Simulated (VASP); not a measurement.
CaZr2N2, 10 atoms in the cell. The structure is orthorhombic, space group Cmce (No. 64). Conventional cell: a = 4.992 Å, b = 9.937 Å, c = 7.528 Å, α = 90.00°, β = 90.00°, γ = 90.00°. Ca (site symmetry 2/m) is surrounded by 2 N at 1.98 Å. Zr (site symmetry 2) is surrounded by 2 N at 2.14 Å. N (site symmetry m) is surrounded by 1 Ca at 1.98 Å and 2 Zr at 2.14 Å. The cell was built by a generator and needn't be a form met in nature.

```yaml
Program: VASP 6.6.1
Task: relaxation of cell and atoms
Functional: PBE
Potentials_or_basis: VASP PAW PBE potentials, release 64 (Ca_sv, Zr_sv, N)
Cutoff: 520 eV
k_mesh: 3 × 3 × 2
Occupations: gaussian, width 0.15 eV
Spin: no spin polarisation
Further_INCAR_settings: PREC = Normal; LREAL = Auto; ALGO = Fast; EDIFF = 0.0001; IBRION = 2; EDIFFG = -0.08; NSW = 24; ISIF = 3
```

Potentials or basis: VASP PAW PBE potentials, release 64 (Ca_sv, Zr_sv, N).

Command:

```sh
$ cat potpaw_PBE.64/Ca_sv/POTCAR potpaw_PBE.64/Zr_sv/POTCAR potpaw_PBE.64/N/POTCAR > POTCAR
$ mpirun -np 2 vasp_std > vasp.out
```

Hardware: 2 MPI ranks on Intel(R) Xeon(R) 6975P-C (Granite Rapids) (shared host).

Problem. Estimate the wall time of this run.

Solution. Wall time 3.8 min on 2 MPI ranks on Intel(R) Xeon(R) 6975P-C (Granite Rapids), on a shared host, peak memory 0.25 GiB a rank. Counts: scf iterations 206, k points 8, ion steps 18.
